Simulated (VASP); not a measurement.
Calculation: PBE GGA with D3 dispersion (zero damping), VASP's PBE PAW potentials (set 64) (plane waves; VASP).

A VASP calculation is set up with these files.

### KPOINTS
```
Automatic
0
Gamma
  11 11 11
0 0 0
```

### POSCAR
```
NaF
1
    0.0000000000     2.3162446950     2.3162446950
    2.3162446950     0.0000000000     2.3162446950
    2.3162446950     2.3162446950    -0.0000000000
Na F
1 1
Direct
  0.0000000000   1.0000000000   0.0000000000
  0.5000000000   0.5000000000   0.5000000000
```

INCAR:
```
ISMEAR = -5   ! tetrahedra, Bloechl
PREC = Accurate
IVDW = 11   ! D3, zero damping
GGA = PE
LORBIT = 11
ENCUT = 520   ! plane-wave cut-off (eV)
LCHARG = .TRUE.
ISIF = 2   ! forces and stress, cell fixed
LREAL = .FALSE.   ! projection in real space or not
NELM = 100   ! most electronic steps
NEDOS = 601   ! DOS grid
EDIFF = 1E-7   ! SCF stop (eV)
SYSTEM = NaF
ALGO = Normal   ! blocked Davidson
LASPH = .TRUE.
LWAVE = .FALSE.
```

POTCAR, in this order: Na_pv F (PBE.64 set). Program: vasp_std.

Output of the run:

File OSZICAR:
```
       N       E                     dE             d eps       ncg     rms          rms(c)
DAV:   1     0.109155309107E+03    0.10916E+03   -0.83405E+03  1261   0.155E+03
DAV:   2    -0.327792662652E+01   -0.11243E+03   -0.10542E+03  1302   0.367E+02
DAV:   3    -0.939679604449E+01   -0.61189E+01   -0.61032E+01  1433   0.863E+01
DAV:   4    -0.945587865083E+01   -0.59083E-01   -0.59075E-01  1343   0.915E+00
DAV:   5    -0.945654516412E+01   -0.66651E-03   -0.66651E-03  1418   0.983E-01    0.542E+00
DAV:   6    -0.856932686364E+01    0.88722E+00   -0.38306E+00  1478   0.188E+01    0.184E+00
DAV:   7    -0.855900469162E+01    0.10322E-01   -0.29184E-02  1259   0.256E+00    0.104E+00
DAV:   8    -0.856035878386E+01   -0.13541E-02   -0.28092E-02  1238   0.425E+00    0.119E-01
DAV:   9    -0.856119439062E+01   -0.83561E-03   -0.38471E-03  1397   0.674E-01    0.851E-02
DAV:  10    -0.856111641064E+01    0.77980E-04   -0.50089E-04  1295   0.324E-01    0.110E-02
DAV:  11    -0.856111448959E+01    0.19211E-05   -0.15010E-05  1424   0.758E-02    0.328E-03
DAV:  12    -0.856111470959E+01   -0.22000E-06   -0.11991E-06  1259   0.187E-02    0.160E-03
DAV:  13    -0.856111450272E+01    0.20686E-06   -0.17120E-07  1292   0.467E-03    0.275E-04
DAV:  14    -0.856111448027E+01    0.22453E-07   -0.77725E-09   712   0.172E-03
   1 F= -.88817803E+01 E0= -.88817803E+01  d E =0.000000E+00
```

OUTCAR:
```
------------------------ aborting loop because EDIFF is reached ----------------------------------------
 Edisp (eV)   -0.32067
  FORCE on cell =-STRESS in cart. coord.  units (eV):
  Direction    XX          YY          ZZ          XY          YZ          ZX
  --------------------------------------------------------------------------------------
  Total       0.01248     0.01248     0.01248     0.00000     0.00000     0.00000
  in kB       0.80448     0.80448     0.80448     0.00000     0.00000     0.00000
  external pressure =        0.80 kB  Pullay stress =        0.00 kB
  volume of cell :       24.85
      direct lattice vectors                 reciprocal lattice vectors
     0.000000000  2.316244695  2.316244695    -0.215866657  0.215866657  0.215866657
     2.316244695  0.000000000  2.316244695     0.215866657 -0.215866657  0.215866657
     2.316244695  2.316244695  0.000000000     0.215866657  0.215866657 -0.215866657
  FREE ENERGIE OF THE ION-ELECTRON SYSTEM (eV)
  ---------------------------------------------------
  free  energy   TOTEN  =        -8.8817803140 eV

  energy  without entropy=       -8.8817803140  energy(sigma->0) =       -8.88178031

 total charge

# of ion       s       p       d       tot
------------------------------------------
    1        0.050   5.995   0.000   6.045
    2        1.729   4.382   0.000   6.111
--------------------------------------------------
tot          1.779  10.377   0.000  12.156
```
(Selected blocks of OUTCAR.)

The compound is NaF in the rock salt structure. It was relaxed first.
